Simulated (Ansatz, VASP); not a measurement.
# Ta2W (Ta-W-Ta stack, (111) layers) in two plane-wave programs, part 2 of 2

Aim: how closely do two programs agree when they are given the same cell, functional and k mesh? Of the first pair: The structure shown is the start of the Ansatz relaxation below; VASP solves that cell, so the two are compared at the walk's first step.

VASP 6.6.1 and Ansatz 0.2.0.

So far. Step 3 (VASP: single point, PBEsol, start cell, pair 1): The run ends at a pressure of 1.45 GPa, with forces up to 1.2 eV/Å.

### 6. VASP: single point, PBEsol, relaxed cell, pair 2

Level of this step: PBEsol; plane waves and PAW (Ta_pv, W) (VASP).

The same cell, functional, mesh and smearing now go to VASP, with its own data sets.

File INCAR:

```
SYSTEM = Ta2W
PREC = Accurate
ENCUT = 520
EDIFF = 1E-06
NELM = 120
ISMEAR = 0
SIGMA = 0.1
LREAL = .FALSE.
ALGO = Normal
GGA = PS
NBANDS = 20
LASPH = .TRUE.
LORBIT = 11
LWAVE = .FALSE.
LCHARG = .FALSE.
ISIF = 2
LDIPOL = .TRUE.
IDIPOL = 3
DIPOL = 0.5 0.5 0.236
LVHAR = .TRUE.
GGA_COMPAT = .FALSE.
NELMDL = -8
KPAR = 2
```

File POSCAR:

```
Ta2W
1.0
    2.7595794626      0.0000000000      0.0000000000
   -1.3797897313      2.3898659183      0.0000000000
    0.0000000000      0.0000000000     32.9945363865
Ta W
2 1
Direct
    0.0000000000      0.0000000000      0.1605309240
    0.6666666667      0.3333333333      0.3121918873
    0.3333333333      0.6666666667      0.2363614057
```

File KPOINTS:

```
Automatic mesh
0
Gamma
9 9 1
0 0 0
```

The projector-augmented-wave data sets are Ta_pv and W (PBE family, release 64).

Started as:

```console
> mpirun -np 2 vasp_std
```

Numbers of over 12 decimals in the logs are rounded to 6 here.

The log of the run:

```text
[banner, memory and clock lines left out]
running    2 mpi-ranks, on    1 nodes
[...]
[... a notice as in an earlier step ...]

 LDA part: xc-table for (Slater+PW92), standard interpolation
 POSCAR, INCAR and KPOINTS ok, starting setup
[...]
entering main loop
       N       E                     dE             d eps       ncg     rms          rms(c)
DAV:   1     0.162088694932E+03    0.16209E+03   -0.14370E+04   616   0.111E+03
DAV:   2    -0.281799616112E+02   -0.19027E+03   -0.18644E+03   680   0.259E+02
DAV:   3    -0.376604200360E+02   -0.94805E+01   -0.92108E+01   620   0.528E+01
DAV:   4    -0.379322193696E+02   -0.27180E+00   -0.26567E+00   724   0.824E+00
[...]
DAV:  23    -0.357872836763E+02   -0.66996E-05   -0.20996E-07   304   0.196E-03    0.520E-04
DAV:  24    -0.357872899555E+02   -0.62791E-05   -0.31120E-07   336   0.152E-03    0.552E-04
DAV:  25    -0.357872905658E+02   -0.61037E-06   -0.17653E-08   260   0.664E-04
   1 F= -.35787291E+02 E0= -.35775196E+02  d E =-.241896E-01
```

From OUTCAR (step 6):

```text
  Total       -0.1954473     -0.1954473     -0.2025255      0.0000000     -0.0000000      0.0000000
  in kB       -1.4390699     -1.4390699     -1.4911859      0.0000000     -0.0000000      0.0000000
  external PRESSURE =      -1.4564419 kB  Pullay stress =       0.0000000 kB

 POSITION                                       TOTAL-FORCE (eV/Angst)
 -----------------------------------------------------------------------------------
      0.00000      0.00000      5.29664        -0.000000      0.000000      0.037361
      1.37979      0.79662     10.30063         0.000000     -0.000000     -0.037361
     -0.00000      1.59324      7.79864         0.000000      0.000000     -0.000000
 -----------------------------------------------------------------------------------
    total drift:                               -0.000000      0.000000      0.000012

  FREE ENERGIE OF THE ION-ELECTRON SYSTEM (eV)
  ---------------------------------------------------
  free  energy   TOTEN  =       -35.7872905658 eV

  energy  without entropy=      -35.7631009248  energy(sigma->0) =      -35.77519575

[... 1 part as in an earlier step ...]

[... 2 further parts left out ...]
[key lines of the parts left out:]
E-fermi :  -2.4135
```

The run ends at a pressure of -0.15 GPa, with forces up to 0.037 eV/Å.

### 7. Differences

What differs besides the data sets and the points named for the pairs above, as far as they apply: the data sets hold 40 valence electrons in Ansatz (on its PAW soft_1 files) and 28 in VASP. Total energies have different zeros and are not compared.

The largest component of a force difference here is 37 meV/Å. Where the cell holds vacuum, a pressure given here is an average over it and none of the material.

### 8. Ansatz: relaxation, PBEsol

The two programs are compared at the cell with which this relaxation starts, whose forces are those of its first step.

The structure compared here is the start of the Ansatz relaxation; VASP solves that cell, so the two are compared at the walk's first step.

File input.yaml:

```yaml
crystal:
  lattice:
    - [2.7595794626, 0.0, 0.0]
    - [-1.3797897313, 2.3898659183, 0.0]
    - [0.0, 0.0, 32.9945363865]
  atoms:
    - { symbol: Ta, position: [0.0, 0.0, 0.160530924] }
    - { symbol: W, position: [0.3333333333, 0.6666666667, 0.2363614057] }
    - { symbol: Ta, position: [0.6666666667, 0.3333333333, 0.3121918873] }
  periodic: [true, true, false]
kpoints:
  mp_grid: { grid: [12, 12, 1] }
hamiltonian:
  xc: pbesol
  pseudopotentials: { kind: paw, azcp: { folder: soft_1 }, xc_functional: pbe }
scf:
  occupations: { method: gaussian, width: 0.1 }
output:
  forces: true
  stress: true
  eigenvalues: true
  write_density: true
  write_potential: true
  elf: true
  volumetric_format: npy
relax:
  adjacent_minimum: "off"
  f_tol: 0.005
  max_steps: 80
  cell: { stress_2d_tol: 0.02 }
```

Started as:

```console
> ansatz run input.yaml --threads 4 --pin off --max-ram 12288MiB --backend cpu --events-out ev --progress --plain --runs-dir out
```

The log of the run:

```text
[...]
Crystal: 3 atoms, lattice volume = 217.600 Å³
Basis set: ecut = 420 eV, 4245 PW (Γ), exchange–correlation on 40×40×450 points (8 copies of the dense FFT grid, shifted against one another)
Bands: 24, of which v1, the nominal top of the filled ones, is band 20 counted from 1 (19 counted from 0)
Symmetry: 12 space group operations
[...]
k-points: 19 of 144
[...]
--- Relaxed structure (4 steps of the walk, 3 accepted, 1 SCFs on fresh bases) ---
[...]
cell:  # Å, volume = 219.6022 Å³
    - [2.772248, 0.0, 0]
    - [-1.386124, 2.400837, 0]
    - [0, 0, 32.9945363865]
  atoms:
    - { symbol: Ta, position: [0, 0, 0.161184] }
    - { symbol: W, position: [0.333333, 0.666667, 0.236361] }
    - { symbol: Ta, position: [0.666667, 0.333333, 0.311538] }
[key lines of the parts left out:]
SCF converged after 8 iterations
Free energy (F): -29869.198092 eV
Fermi energy:    -5.160769 eV
P = ½ c Tr σ = -0.0183 N/m
```

### 9. VASP: single point, PBEsol, start cell, pair 3

The same cell, functional, mesh and smearing now go to VASP, with its own data sets.

INCAR is that of step 6.

File POSCAR:

```
Ta2W
1.0
    2.7595790000      0.0000000000      0.0000000000
   -1.3797900000      2.3898660000      0.0000000000
    0.0000000000      0.0000000000     32.9945360000
Ta W
2 1
Direct
    0.0000000000      0.0000000000      0.1605309134
    0.6666669082      0.3333333333      0.3121919035
    0.3333334541      0.6666666667      0.2363614084
```

File KPOINTS:

```
Automatic mesh
0
Gamma
12 12 1
0 0 0
```

Started as:

```console
> mpirun -np 2 vasp_std
```

The log of the run:

```text
[... set-up lines as in an earlier step ...]
 entering main loop
       N       E                     dE             d eps       ncg     rms          rms(c)
DAV:   1     0.166288259996E+03    0.16629E+03   -0.14367E+04   952   0.111E+03
DAV:   2    -0.281840237544E+02   -0.19447E+03   -0.19146E+03  1092   0.265E+02
DAV:   3    -0.376524680662E+02   -0.94684E+01   -0.91683E+01   928   0.531E+01
DAV:   4    -0.379690581881E+02   -0.31659E+00   -0.30817E+00  1156   0.871E+00
[...]
DAV:  25    -0.357720055487E+02   -0.32442E-05   -0.85478E-08   464   0.908E-04    0.344E-04
DAV:  26    -0.357720073083E+02   -0.17596E-05   -0.33705E-08   400   0.645E-04    0.147E-04
DAV:  27    -0.357720080289E+02   -0.72064E-06   -0.30665E-08   428   0.447E-04
   1 F= -.35772008E+02 E0= -.35760346E+02  d E =-.233235E-01
```

Parts of OUTCAR (step 9):

```text
  Total        0.4618444      0.4618446     -0.7216102     -0.0000001     -0.0000000     -0.0000000
  in kB        3.4005395      3.4005409     -5.3131836     -0.0000007     -0.0000000     -0.0000000
  external PRESSURE =       0.4959656 kB  Pullay stress =       0.0000000 kB

 POSITION                                       TOTAL-FORCE (eV/Angst)
 -----------------------------------------------------------------------------------
      0.00000      0.00000      5.29664         0.000000      0.000000      0.140913
      1.37979      0.79662     10.30063        -0.000000     -0.000000     -0.140913
     -0.00000      1.59324      7.79863         0.000000      0.000000      0.000000
 -----------------------------------------------------------------------------------
    total drift:                               -0.000146      0.000000     -0.000008

  FREE ENERGIE OF THE ION-ELECTRON SYSTEM (eV)
  ---------------------------------------------------
  free  energy   TOTEN  =       -35.7720080289 eV

  energy  without entropy=      -35.7486845390  energy(sigma->0) =      -35.76034628

[... 3 further parts left out ...]
[key lines of the parts left out:]
E-fermi :  -2.4500
```

The run ends at a pressure of 0.05 GPa, with forces up to 0.14 eV/Å.

### 10. Differences

What differs besides the data sets and the points named for the pairs above, as far as they apply: the data sets hold 40 valence electrons in Ansatz (on its PAW soft_1 files) and 28 in VASP. Total energies have different zeros and are not compared.

Forces (eV/Å; atoms numbered as in POSCAR):

| atom | Ansatz x, y, z | VASP x, y, z |
| --- | --- | --- |
| Ta1 | 0.000, 0.000, 0.104 | 0.000, 0.000, 0.141 |
| Ta2 | 0.000, 0.000, -0.104 | 0.000, 0.000, -0.141 |
| W3 | 0.000, 0.000, 0.000 | 0.000, 0.000, 0.000 |

The forces differ by 17 meV/Å r.m.s., which is 26.3 % of the r.m.s. force of 0.066 eV/Å (both taken over all components). Where the cell holds vacuum, a pressure given here is an average over it and none of the material.

### 11. Outcome

```yaml
r_m_s_force_difference_single_point_pbesol_start_cell_pair_1: 2.9 % of the r.m.s. force
r_m_s_force_difference_single_point_pbesol_relaxed_cell_pair_2: 18 meV/Å
r_m_s_force_difference_single_point_pbesol_start_cell_pair_3: 17 meV/Å
```

The r.m.s. force difference is 18 meV/Å (single point, PBEsol, relaxed cell, pair 2), beyond the 12 meV/Å picked in this series as the mark of a large difference. The data sets hold unlike numbers of valence electrons (40 in Ansatz and 28 in VASP), so part of the differences may come from the potentials. What causes the difference of the single point, PBEsol, relaxed cell, pair 2 pair stays open here. What causes the difference of the single point, PBEsol, start cell, pair 3 pair stays open here. 2 further pairs of this series are not shown here. Such differences can come from data sets, numerical settings and the points named under the comparisons, not from the functional's error against experiment.

[Lines on the potential files, build, host, timing and source positions are cut from VASP's logs without a mark.]

[Logs are printed without paths, hosts, clocks, repeated set-up lines and the standing remarks that a program may print on its own settings, such as how far it seeks lower states.]

[Hosts, paths, dates, database ids (printed as entryN), source tags and the programs' standing remarks are cut or masked in the printed files.]
